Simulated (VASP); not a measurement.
Output of a VASP run:

### OSZICAR
```
       N       E                     dE             d eps       ncg     rms          rms(c)
DAV:   1     0.596642198341E+02    0.59664E+02   -0.91651E+03   754   0.159E+03
DAV:   2    -0.317826803380E+02   -0.91447E+02   -0.87668E+02   794   0.289E+02
DAV:   3    -0.377986442004E+02   -0.60160E+01   -0.59908E+01   944   0.745E+01
DAV:   4    -0.378511439122E+02   -0.52500E-01   -0.52492E-01   804   0.755E+00
DAV:   5    -0.378513945278E+02   -0.25062E-03   -0.25061E-03   879   0.486E-01    0.482E+00
DAV:   6    -0.349155750107E+02    0.29358E+01   -0.15872E+00   897   0.403E+01    0.454E+00
DAV:   7    -0.350660512965E+02   -0.15048E+00   -0.56753E-01   754   0.149E+01    0.207E+00
DAV:   8    -0.350716426190E+02   -0.55913E-02   -0.19265E-01   754   0.562E+00    0.627E-01
DAV:   9    -0.350291619621E+02    0.42481E-01   -0.19695E-01   754   0.492E+00    0.243E-01
DAV:  10    -0.351308510507E+02   -0.10169E+00   -0.82285E-02   754   0.370E+00    0.935E-02
DAV:  11    -0.351309639836E+02   -0.11293E-03   -0.18458E-03   874   0.573E-01    0.630E-02
DAV:  12    -0.351313774841E+02   -0.41350E-03   -0.12257E-03   764   0.548E-01    0.670E-02
DAV:  13    -0.351316752273E+02   -0.29774E-03   -0.83472E-04   754   0.418E-01    0.112E-02
DAV:  14    -0.351316908309E+02   -0.15604E-04   -0.31596E-05   874   0.823E-02    0.859E-03
DAV:  15    -0.351317068966E+02   -0.16066E-04   -0.58910E-06   784   0.358E-02    0.449E-03
DAV:  16    -0.351317095867E+02   -0.26901E-05   -0.27886E-05   754   0.878E-02    0.127E-03
DAV:  17    -0.351317092231E+02    0.36362E-06   -0.11899E-06   774   0.157E-02    0.114E-03
DAV:  18    -0.351317090112E+02    0.21188E-06   -0.11880E-07   587   0.682E-03    0.868E-04
DAV:  19    -0.351317086437E+02    0.36748E-06   -0.29858E-07   759   0.883E-03    0.121E-03
DAV:  20    -0.351317082857E+02    0.35800E-06   -0.31974E-08   417   0.279E-03    0.106E-03
DAV:  21    -0.351317083339E+02   -0.48215E-07   -0.28972E-09   397   0.101E-03
   1 F= -.35131708E+02 E0= -.35131708E+02  d E =-.161898E-13
```

**OUTCAR**
```
------------------------ aborting loop because EDIFF is reached ----------------------------------------
  FORCE on cell =-STRESS in cart. coord.  units (eV):
  Direction    XX          YY          ZZ          XY          YZ          ZX
  --------------------------------------------------------------------------------------
  Total       -0.4784416     -0.4784416     -0.4784416      0.0000000     -0.0000000     -0.0000000
  in kB      -16.5554174    -16.5554174    -16.5554174      0.0000000     -0.0000000     -0.0000000
  external PRESSURE =     -16.5554174 kB  Pullay stress =       0.0000000 kB
  volume of cell :       46.30
      direct lattice vectors                 reciprocal lattice vectors
     0.000000000  2.850076112  2.850076112    -0.175433911  0.175433911  0.175433911
     2.850076112  0.000000000  2.850076112     0.175433911 -0.175433911  0.175433911
     2.850076112  2.850076112  0.000000000     0.175433911  0.175433911 -0.175433911
  FREE ENERGIE OF THE ION-ELECTRON SYSTEM (eV)
  ---------------------------------------------------
  free  energy   TOTEN  =       -35.1317083339 eV

  energy  without entropy=      -35.1317083339  energy(sigma->0) =      -35.13170833
```
(Selected blocks of OUTCAR.)

File POSCAR:
```
ZnSe
1
    0.0000000000     2.8500761119     2.8500761119
    2.8500761119     0.0000000000     2.8500761119
    2.8500761119     2.8500761119     0.0000000000
Zn Se
1 1
Direct
  0.0000000000   0.0000000000   0.0000000000
  0.2500000000   0.2500000000   0.2500000000
```

Question: Write an INCAR and KPOINTS that could have produced this output.

Answer: One answer among several that fit: the input of the run itself, SCAN meta-GGA, plane waves, VASP's PBE PAW potentials (set 64).

INCAR:
```
! general
SYSTEM  = ZnSe
PREC    = Accurate
ENCUT   = 520
LREAL   = F
LASPH   = T   ! aspherical one-centre terms

! electronic loop
EDIFF   = 1E-7   ! SCF stop (eV)
NELM    = 100   ! most electronic steps
ALGO    = Normal
LMAXMIX = 4   ! l cut-off of mixed one-centre charges
LMIXTAU = T

! smearing
ISMEAR  = 0   ! Gaussian
SIGMA   = 0.05

! functional
METAGGA = SCAN

! ions
ISIF    = 2   ! forces and stress, cell fixed

! output
LWAVE   = F
LCHARG  = F
```

**KPOINTS**
```
kpoints
0
G
8 8 8
0 0 0
```

POTCAR, in this order: Zn Se (PBE.64 set). Program: vasp_std.

The compound is ZnSe in the zinc blende structure. This cell is one point of a volume scan, at 1.03 of the reference volume.
